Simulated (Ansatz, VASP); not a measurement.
# SiF: VASP beside Ansatz

```
CELL_PARAMETERS angstrom
3.02860 0.00000 0.00000
0.00000 3.02860 0.00000
0.00000 0.00000 3.02860
ATOMIC_POSITIONS crystal
Si 0.50000 0.50000 0.50000
F 0.00000 0.00000 0.00000
```

The cell was built by a generator and needn't be a form met in nature.

Alike in both runs: task relaxation of cell and atoms; functional revPBE; k mesh 9 × 9 × 9; occupations fermi-dirac, width 0.05 eV; no spin polarisation.

|  | VASP | Ansatz |
| --- | --- | --- |
| version | VASP 6.6.1 | Ansatz 0.2.0 |
| potentials or method | VASP PAW PBE potentials, release 64 (Si, F) | Ansatz PAW |
| plane-wave cutoff (eV) | 600 | 420 |
| valence electrons in the cell | 11 | 11 |

```csv
,VASP,Ansatz,Ansatz less VASP
"gap on the k mesh at the Fermi level, each at its own relaxed structure (eV)",none,none,-
relaxed volume (Å³/atom),14.21,14.27,+0.059
relaxed cell length with the largest relative difference (Å),3.052,3.056,+0.0042
energy change over the relaxation (meV/atom),-2,-2,-0.6
```

A gap of «none» marks a metal or a gap that the smearing closes.

Caveats: an odd number of electrons without spin polarisation forces a metal; a magnetic or distorted state may lie lower; the PAW data sets were made with another functional, which shifts forces and pressure a little (VASP); the plane-wave basis is chosen anew once the cell has moved, so the energies of steps on either side of that aren't comparable (Ansatz); the pressure holds a Pulay correction of +0.4 GPa for the finite cutoff (Ansatz); the PAW data sets come from PBE, with cores solved anew for the run's functional, which leaves a small shift of forces and pressure (Ansatz).
